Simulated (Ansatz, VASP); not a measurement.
# Cross-check of Sr (linear Sr chain) between VASP and Ansatz, part 2 of 2

Wanted: the spread between two codes on one cell, functional and k mesh. The structure shown is the end of the Ansatz relaxation below. Other levels of theory on this material are compared in a session of their own.

VASP 6.6.1 and Ansatz 0.2.0.

So far: Set-up; Ansatz: relaxation, RPBE.

## Step 3: VASP: single point, RPBE

Level of this step: RPBE, zero-moment start; plane waves and PAW (Sr_sv) (VASP).

The same cell, functional, mesh and smearing now go to VASP, with its own data sets.

Lines of VASP's logs that name or quote its potential files are left out, and so is its time.

The input, INCAR:

```
SYSTEM = Sr
PREC = Accurate
ENCUT = 500
EDIFF = 1E-06
NELM = 200
ISMEAR = -1
SIGMA = 0.05
LREAL = .FALSE.
ALGO = Normal
GGA = RP
NBANDS = 11
ISPIN = 2
MAGMOM = 0
LORBIT = 11
LWAVE = .FALSE.
LCHARG = .FALSE.
ISIF = 2
LASPH = .TRUE.
GGA_COMPAT = .FALSE.
KPAR = 2
```

The input, POSCAR:

```
Sr
1.0
   12.0000000000      0.0000000000      0.0000000000
    0.0000000000     12.0000000000      0.0000000000
    0.0000000000      0.0000000000      4.5400855222
Sr
1
Direct
    0.5000000000      0.5000000000      0.0000000000
```

The input, KPOINTS:

```
Automatic mesh
0
Gamma
1 1 23
0 0 0
```

PAW data sets: Sr_sv (PBE family, release 64).

Run with:

```sh
mpirun -np 2 vasp_std
```

Numbers of over 12 decimals in the logs are rounded to 6 here.

The program printed:

```text
[banner, memory and clock lines left out]
running    2 mpi-ranks, on    1 nodes
 distrk:  each k-point on    1 cores,    2 groups
 distr:  one band on    1 cores,    1 groups

 POSCAR found type information on POSCAR Sr
 POSCAR found :  1 types and       1 ions
|                                                                             |
|               ----> ADVICE to this user running VASP <----                  |
|                                                                             |
|     You enforced a specific xc type in the INCAR file but a different       |
|     [... a line on the potential file left out ...]
|     I HOPE YOU KNOW WHAT YOU ARE DOING!                                     |
|                                                                             |

 LDA part: xc-table for (Slater+PW92), standard interpolation
 POSCAR, INCAR and KPOINTS ok, starting setup
 FFT: planning ... GRIDC
 FFT: planning ... GRID_SOFT
 FFT: planning ... GRID
 WAVECAR not read
 entering main loop
       N       E                     dE             d eps       ncg     rms          rms(c)
DAV:   1     0.246693478800E+02    0.24669E+02   -0.38685E+03   864   0.504E+02
DAV:   2     0.257662739395E+01   -0.22093E+02   -0.21835E+02   793   0.844E+01
DAV:   3    -0.155087143165E-01   -0.25921E+01   -0.25862E+01   909   0.222E+01
DAV:   4    -0.240671771072E+00   -0.22516E+00   -0.22433E+00   781   0.490E+00
DAV:   5    -0.245288717346E+00   -0.46169E-02   -0.46122E-02   876   0.745E-01    0.587E+00
DAV:   6    -0.241965367294E+00    0.33234E-02   -0.99834E-03   763   0.655E-01    0.325E+00
DAV:   7    -0.237451988331E+00    0.45134E-02   -0.26213E-02   808   0.869E-01    0.264E-01
DAV:   8    -0.237932909106E+00   -0.48092E-03   -0.23069E-03   784   0.189E-01    0.143E-01
DAV:   9    -0.238070561437E+00   -0.13765E-03   -0.82734E-04   812   0.122E-01    0.364E-02
DAV:  10    -0.238236002285E+00   -0.16544E-03   -0.32470E-04   651   0.705E-02    0.306E-02
DAV:  11    -0.238405496578E+00   -0.16949E-03   -0.22672E-04   572   0.601E-02    0.188E-02
DAV:  12    -0.238443095692E+00   -0.37599E-04   -0.52267E-05   586   0.365E-02    0.166E-02
DAV:  13    -0.238506096326E+00   -0.63001E-04   -0.17475E-04   564   0.574E-02    0.421E-02
DAV:  14    -0.238508226122E+00   -0.21298E-05   -0.65908E-05   590   0.468E-02    0.719E-03
[...]
DAV:  19    -0.238562475016E+00   -0.18817E-05   -0.74903E-05   537   0.469E-02    0.608E-04
DAV:  20    -0.238557136257E+00    0.53388E-05   -0.78300E-05   528   0.516E-02    0.453E-04
DAV:  21    -0.238560029399E+00   -0.28931E-05   -0.68015E-05   528   0.504E-02    0.210E-04
DAV:  22    -0.238557838660E+00    0.21907E-05   -0.21957E-05   540   0.268E-02    0.115E-04
DAV:  23    -0.238558462835E+00   -0.62418E-06   -0.12598E-05   534   0.208E-02    0.120E-04
DAV:  24    -0.238558706058E+00   -0.24322E-06   -0.16449E-05   528   0.254E-02    0.821E-05
DAV:  25    -0.238557247112E+00    0.14589E-05   -0.74391E-06   528   0.178E-02    0.414E-05
DAV:  26    -0.238557161225E+00    0.85887E-07   -0.12546E-06   558   0.750E-03
   1 F= -.23855716E+00 E0= -.23761838E+00  d E =-.187756E-02  mag=    -0.0000
```

OUTCAR, selected parts (step 3):

```text
ion  position               nearest neighbor table
   1  0.500  0.500  0.000-

  LATTYP: Found a simple tetragonal cell.
 ALAT       =    12.0000000000
 C/A-ratio  =     0.3783404602

 Subroutine GETGRP returns: Found 16 space group operations
 (whereof 16 operations were pure point group operations)

The static configuration has the point symmetry D_4h.

 Found     12 irreducible k-points:

   k-points           NKPTS =     12   k-points in BZ     NKDIM =     12   number of bands    NBANDS=     11

   dimension x,y,z NGX =    90 NGY =   90 NGZ =   36
   dimension x,y,z NGXF=   180 NGYF=  180 NGZF=   72

   ENCUT  =  500.0 eV  36.75 Ry    6.06 a.u.  21.88 21.88  8.28*2*pi/ulx,y,z

   NELECT =      10.0000    total number of electrons

 k-points in reciprocal lattice and weights: Automatic mesh
   0.00000000  0.00000000  0.00000000       0.043
   0.00000000  0.00000000  0.04347826       0.087
   0.00000000  0.00000000  0.08695652       0.087
   0.00000000  0.00000000  0.13043478       0.087
   0.00000000  0.00000000  0.17391304       0.087
   0.00000000  0.00000000  0.21739130       0.087
   0.00000000  0.00000000  0.26086957       0.087
   0.00000000  0.00000000  0.30434783       0.087
   0.00000000  0.00000000  0.34782609       0.087
   0.00000000  0.00000000  0.39130435       0.087
   0.00000000  0.00000000  0.43478261       0.087
   0.00000000  0.00000000  0.47826087       0.087

 average (electrostatic) potential at core
       1 -46.3180

 E-fermi :  -1.6967

 spin component 1
 k-point     1 :       0.0000    0.0000    0.0000
  band No.  band energies     occupation
      1     -40.1830      1.00000
      2     -22.1601      1.00000
      3     -22.1601      1.00000
      4     -21.9990      1.00000
      5      -3.7640      1.00000
      6      -1.2543      0.00014
      7      -1.2543      0.00014
      8      -1.1696      0.00003
      9      -0.8600      0.00000
     10      -0.8130      0.00000
    ...

 k-point     2 :       0.0000    0.0000    0.0435
  band No.  band energies     occupation
      1     -40.1830      1.00000
      2     -22.1600      1.00000
      3     -22.1600      1.00000
      4     -21.9999      1.00000
      5      -3.7450      1.00000
      6      -1.2512      0.00014
      7      -1.2512      0.00014
      8      -1.1585      0.00002
      9      -0.8521      0.00000
     10      -0.8057      0.00000
    ...

 k-point     3 :       0.0000    0.0000    0.0870
  band No.  band energies     occupation
      1     -40.1829      1.00000
      2     -22.1598      1.00000
      3     -22.1598      1.00000
      4     -22.0024      1.00000
      5      -3.6881      1.00000
      6      -1.2429      0.00011
      7      -1.2429      0.00011
      8      -1.1264      0.00001
      9      -0.8288      0.00000
     10      -0.7842      0.00000
    ...

 k-point     4 :       0.0000    0.0000    0.1304
  band No.  band energies     occupation
      1     -40.1827      1.00000
      2     -22.1594      1.00000
      3     -22.1594      1.00000
      4     -22.0065      1.00000
      5      -3.5944      1.00000
      6      -1.2312      0.00009
      7      -1.2312      0.00009
      8      -1.0761      0.00000
      9      -0.7910      0.00000
     10      -0.7494      0.00000
    ...

 k-point     5 :       0.0000    0.0000    0.1739
  band No.  band energies     occupation
      1     -40.1825      1.00000
      2     -22.1590      1.00000
      3     -22.1590      1.00000
      4     -22.0118      1.00000
      5      -3.4654      1.00000
      6      -1.2195      0.00007
      7      -1.2195      0.00007
      8      -1.0141      0.00000
      9      -0.7405      0.00000
     10      -0.7029      0.00000
    ...

 k-point     6 :       0.0000    0.0000    0.2174
  band No.  band energies     occupation
      1     -40.1823      1.00000
      2     -22.1584      1.00000
      3     -22.1584      1.00000
      4     -22.0178      1.00000
      5      -3.3033      1.00000
      6      -1.2112      0.00006
      7      -1.2112      0.00006
      8      -0.9513      0.00000
      9      -0.6799      0.00000
     10      -0.6472      0.00000
    ...

  Total       -0.0344250     -0.0344250      0.0546638      0.0000000      0.0000000      0.0000000
  in kB       -0.0843643     -0.0843643      0.1339627      0.0000000      0.0000000      0.0000000
  external PRESSURE =      -0.0115886 kB  Pullay stress =       0.0000000 kB

  energy-cutoff  :      500.00
  volume of cell :      653.77
      direct lattice vectors                 reciprocal lattice vectors
    12.000000000  0.000000000  0.000000000     0.083333333  0.000000000  0.000000000
     0.000000000 12.000000000  0.000000000     0.000000000  0.083333333  0.000000000
     0.000000000  0.000000000  4.540085522     0.000000000  0.000000000  0.220260168

 POSITION                                       TOTAL-FORCE (eV/Angst)
 -----------------------------------------------------------------------------------
      6.00000      6.00000      0.00000         0.000000      0.000000      0.000000
 -----------------------------------------------------------------------------------
    total drift:                                0.000000     -0.000000     -0.000000

  FREE ENERGIE OF THE ION-ELECTRON SYSTEM (eV)
  ---------------------------------------------------
  free  energy   TOTEN  =        -0.2385571612 eV

  energy  without entropy=       -0.2366795987  energy(sigma->0) =       -0.23761838

 total charge
# of ion       s       p       d       tot
------------------------------------------
    1        2.116   5.678   0.017   7.811

 magnetization (x)
# of ion       s       p       d       tot
------------------------------------------
    1        0.000   0.000  -0.000   0.000

[... 2 further parts left out ...]
```

## Step 4: Comparison

Known differences besides the potentials themselves: the cutoff is 420 eV in Ansatz and 500 eV in VASP; Ansatz makes its cores anew for this functional, VASP keeps those of its PBE data sets; Ansatz's pressure holds a Pulay correction, VASP's none. Total energies have different zeros and are not compared.

Both answers:

```
      quantity  Ansatz  VASP  difference
pressure (GPa)    0.00  0.00        0.00
```

## Step 5: Summary of results

* difference in pressure (single point, RPBE): 1.9e-4 GPa

The difference in pressure is 1.9e-4 GPa (single point, RPBE), within the 1 GPa picked in this series as the mark of a large difference. 3 further runs of this series are not shown here. Such differences can come from data sets, numerical settings and the points named under the comparisons, not from the functional's error against experiment.

[Lines on the potential files, build, host, timing and source positions are cut from VASP's logs without a mark.]

[Logs are printed without paths, hosts, clocks, repeated set-up lines and the standing remarks that a program may print on its own settings, such as how far it seeks lower states.]

[Hosts, paths, dates, database ids (printed as entryN), source tags and the programs' standing remarks are cut or masked in the printed files.]
